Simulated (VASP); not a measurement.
TePb$_{2}$Se (space group R-3m): computed properties

These are PBEsol GGA, VASP's PBE PAW potentials (set 64) (plane waves; VASP 6.6.1) values and carry that method's errors.

```yaml
space_group: R-3m (166)
cell: a = 4.433 Å, b = 4.433 Å, c = 21.694 Å, α = 90.00°, β = 90.00°, γ = 120.00°
volume_per_atom: 30.76 Å³/atom
band gap (over mesh and band path): 0.41 eV
smallest direct gap (over mesh and band path): 0.42 eV
band_edge_character_without_spin_orbit_coupling: indirect, Γ to F
band_gap_with_spin_orbit_coupling: 0.04 eV
density: 8.38 g/cm³
```

```
CELL_PARAMETERS angstrom
      2.21632     1.27959     7.23134
     -2.21632     1.27959     7.23134
      0.00000    -2.55918     7.23134
ATOMIC_POSITIONS crystal
  Te 0.50000 0.50000 0.50000
  Pb 0.74468 0.74468 0.74468
  Pb 0.25532 0.25532 0.25532
  Se 0.00000 0.00000 0.00000
```

Unless said otherwise, spin-orbit coupling is left out, though it shifts the bands of the heavy elements here.

The structure comes from a computed database's TePb2Se entry (R-3m); how it stands against other phases isn't given here. It was relaxed first. Symmetry was kept, so distortions that lower it aren't found.
